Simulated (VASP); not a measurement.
Output of a VASP run:

**OSZICAR**
```
...
DAV:  10    -0.127203805277E+01   -0.34786E-06   -0.20952E-07   518   0.701E-03
   1 F= -.12720381E+01 E0= -.12721386E+01  d E =-.127204E+01
       N       E                     dE             d eps       ncg     rms          rms(c)
DAV:   1    -0.130098837781E+01   -0.28951E-01   -0.80115E-01   784   0.196E+01    0.110E+00
DAV:   2    -0.128241166034E+01    0.18577E-01   -0.23160E-02   784   0.324E+00    0.550E-01
DAV:   3    -0.127643074167E+01    0.59809E-02   -0.10848E-02   784   0.214E+00    0.566E-02
DAV:   4    -0.127601623257E+01    0.41451E-03   -0.36431E-04   784   0.447E-01    0.396E-03
DAV:   5    -0.127601227263E+01    0.39599E-05   -0.30678E-06   847   0.388E-02    0.166E-03
DAV:   6    -0.127601167116E+01    0.60147E-06   -0.36220E-07   413   0.140E-02
   2 F= -.12760117E+01 E0= -.12761022E+01  d E =-.397362E-02
       N       E                     dE             d eps       ncg     rms          rms(c)
DAV:   1    -0.151762877957E+01   -0.24162E+00   -0.71750E+00   784   0.568E+01    0.339E+00
DAV:   2    -0.134117650483E+01    0.17645E+00   -0.23526E-01   784   0.104E+01    0.169E+00
DAV:   3    -0.128610771693E+01    0.55069E-01   -0.96380E-02   784   0.640E+00    0.198E-01
DAV:   4    -0.128219800797E+01    0.39097E-02   -0.25717E-03   784   0.120E+00    0.125E-02
DAV:   5    -0.128213454870E+01    0.63459E-04   -0.12955E-04   847   0.265E-01    0.529E-03
DAV:   6    -0.128213210816E+01    0.24405E-05   -0.25663E-06   882   0.202E-02    0.413E-04
DAV:   7    -0.128213207134E+01    0.36824E-07   -0.13686E-07   399   0.777E-03
   3 F= -.12821321E+01 E0= -.12821889E+01  d E =-.100940E-01
       N       E                     dE             d eps       ncg     rms          rms(c)
DAV:   1    -0.128708679486E+01   -0.49547E-02   -0.15965E-01   784   0.891E+00    0.484E-01
DAV:   2    -0.128345496878E+01    0.36318E-02   -0.44615E-03   784   0.143E+00    0.243E-01
DAV:   3    -0.128227760914E+01    0.11774E-02   -0.21490E-03   784   0.957E-01    0.242E-02
DAV:   4    -0.128219595676E+01    0.81652E-04   -0.76658E-05   784   0.206E-01    0.191E-03
DAV:   5    -0.128219524036E+01    0.71640E-06   -0.31760E-07   448   0.126E-02
   4 F= -.12821952E+01 E0= -.12822458E+01  d E =-.101572E-01
       N       E                     dE             d eps       ncg     rms          rms(c)
DAV:   1    -0.128313188455E+01   -0.93593E-03   -0.30997E-02   784   0.397E+00    0.211E-01
DAV:   2    -0.128243666781E+01    0.69522E-03   -0.83764E-04   805   0.622E-01    0.106E-01
DAV:   3    -0.128220954325E+01    0.22712E-03   -0.41804E-04   791   0.422E-01    0.102E-02
DAV:   4    -0.128219460665E+01    0.14937E-04   -0.15945E-05   798   0.936E-02    0.904E-04
DAV:   5    -0.128219453384E+01    0.72808E-07   -0.46827E-08   399   0.379E-03
   5 F= -.12821945E+01 E0= -.12822479E+01  d E =-.101565E-01
       N       E                     dE             d eps       ncg     rms          rms(c)
DAV:   1    -0.128239051375E+01   -0.19591E-03   -0.62523E-03   791   0.177E+00    0.953E-02
DAV:   2    -0.128224948048E+01    0.14103E-03   -0.17150E-04   798   0.281E-01    0.480E-02
DAV:   3    -0.128220339152E+01    0.46089E-04   -0.84309E-05   784   0.190E-01    0.467E-03
DAV:   4    -0.128220003588E+01    0.33556E-05   -0.31234E-06   798   0.415E-02    0.393E-04
DAV:   5    -0.128220000138E+01    0.34503E-07   -0.96617E-09   399   0.198E-03
   6 F= -.12822000E+01 E0= -.12822521E+01  d E =-.101619E-01
```

### OUTCAR
```
------------------------ aborting loop because EDIFF is reached ----------------------------------------
  FORCE on cell =-STRESS in cart. coord.  units (eV):
  Direction    XX          YY          ZZ          XY          YZ          ZX
  --------------------------------------------------------------------------------------
  Total        0.0016682      0.0016682      0.0016682      0.0000000      0.0000000     -0.0000000
  in kB        0.0704412      0.0704412      0.0704412      0.0000000      0.0000000     -0.0000000
  external PRESSURE =       0.0704412 kB  Pullay stress =       0.0000000 kB
  volume of cell :       37.94
      direct lattice vectors                 reciprocal lattice vectors
     3.360290923  0.000000000  0.000000000     0.297593281 -0.000000000 -0.000000000
     0.000000000  3.360290923 -0.000000000    -0.000000000  0.297593281 -0.000000000
     0.000000000  0.000000000  3.360290923    -0.000000000  0.000000000  0.297593281
 POSITION                                       TOTAL-FORCE (eV/Angst)
 -----------------------------------------------------------------------------------
      0.00000      0.00000      0.00000        -0.000000      0.000000      0.000000
 -----------------------------------------------------------------------------------
    total drift:                                0.000000     -0.000000      0.000000
  FREE ENERGIE OF THE ION-ELECTRON SYSTEM (eV)
  ---------------------------------------------------
  free  energy   TOTEN  =        -1.2822000014 eV

  energy  without entropy=       -1.2823563052  energy(sigma->0) =       -1.28225210

 reached required accuracy - stopping structural energy minimisation
```
(Selected blocks of OUTCAR.)

### POSCAR
```
Na
1
    3.4866070000     0.0000000000     0.0000000000
    0.0000000000     3.4866070000     0.0000000000
    0.0000000000     0.0000000000     3.4866070000
Na
1
Direct
  0.0000000000   0.0000000000   0.0000000000
```

Q: Write an INCAR and KPOINTS that could have produced this output.

A: This is not unique; one that fits is the input of the run itself, PBEsol GGA, plane waves, VASP's PBE PAW potentials (set 64).

INCAR:
```
SYSTEM = Na
PREC = Accurate; ENCUT = 400; LREAL = .FALSE.
LASPH = .TRUE.
EDIFF = 1E-6; NELM = 100; ALGO = Normal
ISMEAR = 1; SIGMA = 0.1
GGA = PS
IBRION = 2; NSW = 60; ISIF = 3
EDIFFG = -0.01
LWAVE = .FALSE.; LCHARG = .FALSE.
```

File KPOINTS:
```
Automatic mesh
0
Gamma
10 10 10
0 0 0
```

POTCAR, in this order: Na_pv (PBE.64 set). Program: vasp_std.

Energy and stress use the plane-wave basis of the starting cell.

The structure was generated: Na was put into the simple-cubic type (Pm-3m), which need not be its known phase. This run relaxes it. Symmetry was kept, so distortions that lower it aren't found.
